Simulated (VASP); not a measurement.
Here is the system:

```
CELL_PARAMETERS angstrom
     11.00000     0.00000     0.00000
      0.00000    11.50000     0.00000
      0.00000     0.00000    12.00000
ATOMIC_POSITIONS crystal
  N  0.50000 0.50000 0.45417
  N  0.50000 0.50000 0.54583
```

Method: RPBE GGA, VASP's PBE PAW potentials (set 64) (plane waves; VASP). Numerical set-up: PREC = Normal, EDIFF = 1E-5, 400 eV cut-off, 1×1×1 Γ-centred mesh, Gaussian smearing of 0.010 eV, potentials N.

Question: The ions are relaxed. Which structure does the run end with?

Answer: 
```
CELL_PARAMETERS angstrom
     11.00000     0.00000     0.00000
      0.00000    11.50000     0.00000
      0.00000     0.00000    12.00000
ATOMIC_POSITIONS crystal
  N  0.50000 0.50000 0.45327
  N  0.50000 0.50000 0.54673
```

Question: How much energy does the relaxation gain?

Answer: The energy (σ→0) changes by -18.2 meV/atom, in 6 ionic steps.

The cell is a molecule in a box.
